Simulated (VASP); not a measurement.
An input for Quantum ESPRESSO's pw.x (written as the equivalent of a VASP run, and not itself run):

```
&CONTROL
  calculation = 'vc-relax'
  pseudo_dir = './pseudo'
  outdir = './out'
  tprnfor = .true.
  tstress = .true.
  nstep = 40
  forc_conv_thr = 0.00078
/
&SYSTEM
  ibrav = 0
  nat = 2
  ntyp = 2
  ecutwfc = 70
  occupations = 'smearing'
  smearing = 'methfessel-paxton'
  degauss = 0.00735
  input_dft = 'pbesol'
/
&ELECTRONS
  conv_thr = 7.3e-08
  electron_maxstep = 100
/
&IONS
/
&CELL
  press = 200
/
ATOMIC_SPECIES
  In 114.818 In.upf
  Bi 208.980 Bi.upf
CELL_PARAMETERS angstrom
     0.0000000    3.0563297    3.0563297
     3.0563297   -0.0000000    3.0563297
     3.0563297    3.0563297    0.0000000
ATOMIC_POSITIONS crystal
  In   0.0000000  0.0000000  0.0000000
  Bi   0.2500000  0.2500000  0.2500000
K_POINTS automatic
  10 10 10 0 0 0
```

**Question.** Write the VASP files for the same calculation (PBEsol).

**Answer.** One answer among several that fit: 
File POSCAR:
```
InBi
1
    0.0000000000     3.0563297308     3.0563297308
    3.0563297308    -0.0000000000     3.0563297308
    3.0563297308     3.0563297308     0.0000000000
In Bi
1 1
Direct
  0.0000000000   0.0000000000   0.0000000000
  0.2500000000   0.2500000000   0.2500000000
```

File KPOINTS:
```
Automatic
0
Gamma
 10 10 10
```

INCAR:
```
SYSTEM = InBi
PREC = Accurate
ENCUT = 500
EDIFF = 1E-6
NELM = 100
ALGO = Normal
LREAL = .FALSE.
LASPH = .TRUE.
ISMEAR = 1
SIGMA = 0.1
GGA = PS
LMAXMIX = 4
LWAVE = .FALSE.
LCHARG = .FALSE.
IBRION = 2
ISIF = 3
NSW = 40
EDIFFG = -0.02
PSTRESS = 200
```

POTCAR, in this order: In_d Bi_d (PBE.64 set). Program: vasp_std.

Limits of the translation: the potentials are each code's own (VASP's PAW set, PseudoDojo norm-conserving files in pw.x), so ENCUT and ecutwfc are chosen apart and not converted; conv_thr bounds pw.x's estimated SCF error, while EDIFF bounds the energy change between steps; forc_conv_thr acts on force components and is met together with etot_conv_thr.

The structure was generated: InBi was put into the zinc blende type (F-43m), which need not be its known phase. This run relaxes it under an external pressure of 20 GPa. Symmetry was kept, so distortions that lower it aren't found.
